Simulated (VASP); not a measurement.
Take CaO (rock salt), without spin-orbit terms, in VASP with PAW potentials, and its band gap. mBJ is a potential without an energy functional, so only the levels count. The mesh is coarse and the basis finite, so the quasiparticle values are not converged.

Question: One run gives 3.42 eV. Which level is it?
A) evGW0@PBE (starting cell)
B) mBJ (TB09) (PBE cell)
C) rev-vdW-DF2 (own cell)
D) LDA (own cell)

Answer: D, LDA (own cell).  The others give 5.25 (mBJ (TB09) (PBE cell)), 6.53 (evGW0@PBE (starting cell)), 3.61 (rev-vdW-DF2 (own cell)).

Only levels that ran to the end are used. Left out are those held back, those with too coarse a band path, GW runs whose mesh misses a band edge, hybrids' fits of cells that aren't cubic and levels without matching references; a question may draw on a part of the rest.

The compound is CaO in the rock salt structure.
